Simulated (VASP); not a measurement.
Data:

```yaml
crystal:
  lattice:
    - [0.00000, 2.53884, 2.53884]
    - [2.53884, 0.00000, 2.53884]
    - [2.53884, 2.53884, 0.00000]
  atoms:
    - { symbol: Sr, position: [0.50000, 0.50000, 0.50000] }
    - { symbol: O, position: [0.00000, 0.00000, 0.00000] }
```

The numbers are results of LDA (Ceperley-Alder, Perdew-Zunger), VASP's LDA PAW potentials (set 64) (plane waves; VASP 6.6.1), not measurements. Settings: 520 eV cut-off, 10×10×10 Γ-centred mesh, tetrahedra with Blöchl corrections, potentials Sr_sv O.

Q: The job: SrO (space group Fm-3m), 2 atoms, LDA, static run, 520 eV, 10×10×10 Γ-centred mesh. Roughly how much core time does it take on a busy server core?

A: About 20 core-seconds (one run on a shared machine, a rough figure). It had 47 irreducible k-points, 12 bands, up to 903 plane waves and 13 electronic steps.

The structure comes from a computed database's SrO entry (Fm-3m); how it stands against other phases isn't given here. It was relaxed first, which changed the volume by -5 %.
